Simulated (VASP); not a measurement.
Wanted: the native input for a VASP 6.6.1 run.

```yaml
Task: relaxation of cell and atoms
Functional: PBE
Potentials_or_basis: VASP PAW PBE potentials, release 64 (Sn_d, H, Br)
Cutoff: 520 eV
k_mesh: 3 × 3 × 3
Occupations: gaussian, width 0.15 eV
Spin: no spin polarisation
Further_INCAR_settings: PREC = Normal; ALGO = Fast; EDIFF = 0.0001; IBRION = 2; EDIFFG = -0.08; NSW = 24; ISIF = 3
```

The structure of Sn2H3Br lies in POSCAR:

```
Sn2H3Br
1.0
    4.2000000000      0.0000000000      0.0000000000
    0.0000000000      4.2000000000      0.0000000000
    0.0000000000      0.0000000000      6.1000000000
Sn H Br
2 3 1
Direct
    0.0000000000      0.5000000000      0.2500000000
    0.5000000000      0.0000000000      0.7500000000
    0.5000000000      0.5000000000      0.5000000000
    0.0000000000      0.0000000000      0.5000000000
    0.0000000000      0.0000000000      0.0000000000
    0.5000000000      0.5000000000      0.0000000000
```

The cell was built by a generator and needn't be a form met in nature.

One way to write it, as run:

INCAR

```
SYSTEM = Sn2H3Br
ALGO = Fast ; EDIFF = 1E-4
EDIFFG = -0.08 ; ENCUT = 520
GGA = PE ; IBRION = 2
ISIF = 3 ; ISMEAR = 0
KPAR = 2 ; LASPH = .True.
LCHARG = .False. ; LREAL = .False.
LWAVE = .False. ; NELM = 60
NSW = 24 ; PREC = Normal
SIGMA = 0.15
```

KPOINTS

```
k-points
0
Gamma
  3 3 3
  0 0 0
```

Potentials or basis: VASP PAW PBE potentials, release 64 (Sn_d, H, Br).

Launch:

```console
$ cat potpaw_PBE.64/Sn_d/POTCAR potpaw_PBE.64/H/POTCAR potpaw_PBE.64/Br/POTCAR > POTCAR
$ mpirun -np 2 vasp_std > vasp.out
```

It gave:

The relaxed volume is 19.19 Å³/atom. The relaxed cell is a = 4.292 Å, b = 4.292 Å, c = 6.251 Å, α = 90.00°, β = 90.00°, γ = 90.00°. The space group after relaxing (to 0.05 Å) is P-4m2 (No. 115) and the energy gained by relaxing is 193.5 meV/atom. The ionic steps are 10, the pressure after relaxing is 0.1 GPa and the largest force after relaxing is 0.012 eV/Å. The band gap on the k mesh is none (metal or under the smearing width).

Caveat: the k mesh is coarse (spacing up to 0.50 Å⁻¹), so the values aren't converged; the relaxation stopped at a loose force limit of 0.08 eV/Å, so its end isn't a converged minimum.

It took 38 s on 2 MPI ranks on Intel(R) Xeon(R) Platinum 8559C (Emerald Rapids), on a shared host, peak memory 0.15 GiB a rank.
